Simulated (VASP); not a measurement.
Output of a VASP run:

File OSZICAR:
```
       N       E                     dE             d eps       ncg     rms          rms(c)
DAV:   1     0.244516797554E+03    0.24452E+03   -0.17369E+04  5984   0.204E+03
DAV:   2    -0.127132519925E+02   -0.25723E+03   -0.24784E+03  5834   0.361E+02
DAV:   3    -0.265927657787E+02   -0.13880E+02   -0.13147E+02  6028   0.115E+02
DAV:   4    -0.267840741562E+02   -0.19131E+00   -0.19078E+00  6222   0.142E+01
DAV:   5    -0.267892346702E+02   -0.51605E-02   -0.51601E-02  8156   0.188E+00    0.195E+01
DAV:   6    -0.249003769110E+02    0.18889E+01   -0.37296E+01  6272   0.998E+01    0.260E+01
DAV:   7    -0.276274160747E+02   -0.27270E+01   -0.24066E+01  7036   0.124E+02    0.271E+01
DAV:   8    -0.227962848551E+02    0.48311E+01   -0.15343E+01  7314   0.543E+01    0.653E+00
DAV:   9    -0.230179116151E+02   -0.22163E+00   -0.76600E-01  6886   0.112E+01    0.362E+00
DAV:  10    -0.229945225093E+02    0.23389E-01   -0.15762E-01  7942   0.970E+00    0.162E+00
DAV:  11    -0.229923583404E+02    0.21642E-02   -0.53243E-02  8554   0.312E+00    0.123E+00
DAV:  12    -0.229955176250E+02   -0.31593E-02   -0.75998E-03  6822   0.200E+00    0.446E-01
DAV:  13    -0.229956883681E+02   -0.17074E-03   -0.25911E-03  8472   0.101E+00    0.938E-02
DAV:  14    -0.229954197185E+02    0.26865E-03   -0.59281E-04  8722   0.350E-01    0.155E-01
DAV:  15    -0.229954195100E+02    0.20851E-06   -0.14817E-04  7100   0.332E-01    0.311E-02
DAV:  16    -0.229954272413E+02   -0.77314E-05   -0.17352E-05  7538   0.582E-02    0.393E-02
DAV:  17    -0.229954646266E+02   -0.37385E-04   -0.65635E-06  7400   0.708E-02    0.763E-03
DAV:  18    -0.229954735134E+02   -0.88867E-05   -0.22730E-06  7396   0.204E-02    0.138E-03
DAV:  19    -0.229954736536E+02   -0.14022E-06   -0.20477E-07  3880   0.437E-03    0.597E-04
DAV:  20    -0.229954734029E+02    0.25073E-06   -0.19563E-08  3114   0.274E-03    0.541E-04
DAV:  21    -0.229954739261E+02   -0.52322E-06   -0.47369E-09  3086   0.161E-03    0.386E-04
DAV:  22    -0.229954737970E+02    0.12912E-06   -0.18027E-09  3070   0.913E-04    0.136E-04
DAV:  23    -0.229954738012E+02   -0.42323E-08   -0.10456E-09  3036   0.280E-04
   1 F= -.22995474E+02 E0= -.22995474E+02  d E =0.000000E+00  mag=     4.7999
```

OUTCAR:
```
------------------------ aborting loop because EDIFF is reached ----------------------------------------
  FORCE on cell =-STRESS in cart. coord.  units (eV):
  Direction    XX          YY          ZZ          XY          YZ          ZX
  --------------------------------------------------------------------------------------
  Total       -0.1074049     -0.1074049     -0.1074049      0.0000000      0.0000000     -0.0000000
  in kB       -3.7465868     -3.7465868     -3.7465868      0.0000000      0.0000000     -0.0000000
  external PRESSURE =      -3.7465868 kB  Pullay stress =       0.0000000 kB
  volume of cell :       45.93
      direct lattice vectors                 reciprocal lattice vectors
     3.581235981  0.000000000  0.000000000     0.279233205  0.000000000  0.000000000
     0.000000000  3.581235981  0.000000000     0.000000000  0.279233205  0.000000000
     0.000000000  0.000000000  3.581235981     0.000000000  0.000000000  0.279233205
 POSITION                                       TOTAL-FORCE (eV/Angst)
 -----------------------------------------------------------------------------------
      0.00000      0.00000      0.00000         0.000000      0.000000      0.000000
      0.00000      1.79062      1.79062         0.000000      0.000000      0.000000
      1.79062      0.00000      1.79062         0.000000      0.000000      0.000000
      1.79062      1.79062      0.00000         0.000000      0.000000      0.000000
 -----------------------------------------------------------------------------------
    total drift:                                0.000000      0.000000      0.000000
  FREE ENERGIE OF THE ION-ELECTRON SYSTEM (eV)
  ---------------------------------------------------
  free  energy   TOTEN  =       -22.9954738012 eV

  energy  without entropy=      -22.9954738012  energy(sigma->0) =      -22.99547380

 total charge

# of ion       s       p       d       tot
------------------------------------------
    1        0.462   0.478   6.079   7.019
    2        0.488   0.482   8.308   9.277
    3        0.488   0.482   8.308   9.277
    4        0.488   0.482   8.308   9.277
--------------------------------------------------
tot          1.926   1.923  31.002  34.851

 magnetization (x)

# of ion       s       p       d       tot
------------------------------------------
    1        0.012  -0.004   2.950   2.959
    2       -0.018  -0.047   0.697   0.632
    3       -0.018  -0.047   0.697   0.632
    4       -0.018  -0.047   0.697   0.632
--------------------------------------------------
tot         -0.040  -0.145   5.040   4.855

 Electric field gradients after diagonalization (V/A^2)
 (convention: |V_zz| > |V_xx| > |V_yy|)
----------------------------------------------------------------------
 ion       V_xx      V_yy      V_zz     asymmetry (V_yy - V_xx)/ V_zz
----------------------------------------------------------------------
   1       0.000     0.000     0.000      -0.296
   2      -1.717    -1.717     3.434       0.000
   3      -1.717    -1.717     3.434       0.000
   4      -1.717    -1.717     3.434       0.000
```
(Selected blocks of OUTCAR.)

### POSCAR
```
Ni3Fe
1
    3.5812359806    -0.0000000000    -0.0000000000
   -0.0000000000     3.5812359806    -0.0000000000
    0.0000000000     0.0000000000     3.5812359806
Fe Ni
1 3
Direct
  0.0000000000   0.0000000000   0.0000000000
  0.0000000000   0.5000000000   0.5000000000
  0.5000000000   0.0000000000   0.5000000000
  0.5000000000   0.5000000000   0.0000000000
```

**Question.** Write an INCAR and KPOINTS that could have produced this output.

**Answer.** One answer among several that fit: the input of the run itself, RPBE GGA, plane waves, VASP's PBE PAW potentials (set 64).

### INCAR
```
! general
SYSTEM  = Ni3Fe
PREC    = Accurate
ENCUT   = 520
LREAL   = .FALSE.
LASPH   = .TRUE.

! electronic loop
EDIFF   = 1E-7
NELM    = 100
ALGO    = Normal
LMAXMIX = 4

! smearing
ISMEAR  = -5

! functional
GGA     = RP

! spin
ISPIN   = 2
MAGMOM  = 3.0 3*0.7

! ions
ISIF    = 2

! output
LWAVE   = .FALSE.
LCHARG  = .TRUE.
LORBIT  = 11
NEDOS   = 601

! other
LEFG    = .TRUE.
```

### KPOINTS
```
Automatic mesh
0
Gamma
10 10 10
0 0 0
```

POTCAR, in this order: Fe Ni (PBE.64 set). Program: vasp_std.

For a metal the tetrahedron method with Blöchl corrections gives inexact stress and forces.

The compound is Ni3Fe in the L1_2 structure. It was relaxed first.
